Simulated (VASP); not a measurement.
A VASP calculation is set up with these files.

File POSCAR:
```
GePt
1
    5.7266310000     0.0000000000     0.0000000000
    0.0000000000     3.7109910000     0.0000000000
    0.0000000000     0.0000000000     6.0803670000
Ge Pt
4 4
Direct
  0.8139300000   0.7500000000   0.5880100000
  0.1860700000   0.2500000000   0.4119900000
  0.6860700000   0.2500000000   0.0880100000
  0.3139300000   0.7500000000   0.9119900000
  0.0018500000   0.7500000000   0.1927100000
  0.9981500000   0.2500000000   0.8072900000
  0.4981500000   0.2500000000   0.6927100000
  0.5018500000   0.7500000000   0.3072900000
```

**INCAR**
```
# general
SYSTEM =GePt
PREC   =Accurate
ENCUT  =300
LREAL  =.False.
LASPH  =.True.

# electronic loop
EDIFF  =1E-6
NELM   =100
ALGO   =Normal
LMAXMIX=6

# smearing
ISMEAR =0
SIGMA  =0.272

# functional
GGA    =PE

# ions
ISIF   =2

# output
LWAVE  =.False.
LCHARG =.False.
```

**KPOINTS**
```
Automatic mesh
0
Gamma
3 5 3
0 0 0
```

POTCAR, in this order: Ge_d Pt (PBE.64 set). Program: vasp_std.

**Question.** Write an equivalent input for Ansatz.

**Answer.** One equivalent input (not run):
Ansatz 0.2 input:
```yaml
crystal:
  lattice:
    - [5.7266310, 0.0000000, 0.0000000]
    - [0.0000000, 3.7109910, 0.0000000]
    - [0.0000000, 0.0000000, 6.0803670]
  atoms:
    - { symbol: Ge, position: [0.8139300, 0.7500000, 0.5880100] }
    - { symbol: Ge, position: [0.1860700, 0.2500000, 0.4119900] }
    - { symbol: Ge, position: [0.6860700, 0.2500000, 0.0880100] }
    - { symbol: Ge, position: [0.3139300, 0.7500000, 0.9119900] }
    - { symbol: Pt, position: [0.0018500, 0.7500000, 0.1927100] }
    - { symbol: Pt, position: [0.9981500, 0.2500000, 0.8072900] }
    - { symbol: Pt, position: [0.4981500, 0.2500000, 0.6927100] }
    - { symbol: Pt, position: [0.5018500, 0.7500000, 0.3072900] }
kpoints:
  mp_grid: { grid: [3, 5, 3] }
hamiltonian:
  xc: pbe
  pseudopotentials: { kind: paw }
scf:
  occupations: { method: gaussian, width: 0.272 }
  max_iter: 100
output: { forces: true, stress: true, eigenvalues: true }
```
Limits of the translation: each code has its own PAW files, so the cut-off isn't converted (ENCUT is set for VASP's; basis.ecutwfc is left out, and Ansatz then takes the one that its files recommend); Ansatz stops its SCF on the density residual and VASP on the energy change (EDIFF).

The structure comes from a computed database's GePt entry; how it stands against other phases isn't given here. The cell was not relaxed at this level, and its volume differs by -5.9 % from the start's. The k-mesh is coarse (spacing up to 0.37 per Å, 2π included), so the numbers may not be converged in it.
